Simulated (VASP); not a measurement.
## NbSn: single point with PBE

The system is NbSn.

```xyz
4
Lattice="4.0544 0.0000 0.0000 -2.0272 3.5112 0.0000 0.0000 0.0000 5.5623" Properties=species:S:1:pos:R:3 pbc="T T T"
Nb    0.0000    0.0000    0.0000
Nb    0.0000    0.0000    2.7811
Sn    0.0000    2.3408    1.3906
Sn    2.0272    1.1704    4.1717
```

The cell was built by a generator and needn't be a form met in nature.

```yaml
Program: VASP 6.6.1
Task: single point
Functional: PBE
Potentials_or_basis: VASP PAW PBE potentials, release 64 (Nb_sv, Sn_d)
Cutoff: 520 eV
k_mesh: 8 × 8 × 5
Occupations: fermi-dirac, width 0.05 eV
Spin: no spin polarisation
```

* Pressure: 27.1 GPa
* Band gap on the k mesh: none (metal or under the smearing width)

Stress tensor (GPa, compression positive):
```
22.73  0.00  0.00
 0.00 22.73  0.00
 0.00  0.00 35.80
```

Levels at points of the mesh, in eV from the Fermi level:
| k point | band 24 | band 25 | band 26 | band 27 | band 28 | band 29 | band 30 | band 31 |
| --- | --- | --- | --- | --- | --- | --- | --- | --- |
| (0.00, 0.00, 0.00) | -2.28 | -1.07 | -1.07 | 0.17 | 0.17 | 2.81 | 2.81 | 3.16 |
| (0.50, 0.00, 0.00) | -2.29 | -1.04 | -0.77 | -0.15 | 0.42 | 0.55 | 1.28 | 2.18 |

Run time: 74 s on 1 thread of Intel(R) Xeon(R) Platinum 8488C (Sapphire Rapids) (shared host), peak memory 0.22 GiB.

Caveat: so large a pressure means that the cell lies far from this level's equilibrium, or that cutoff or potentials fall short.
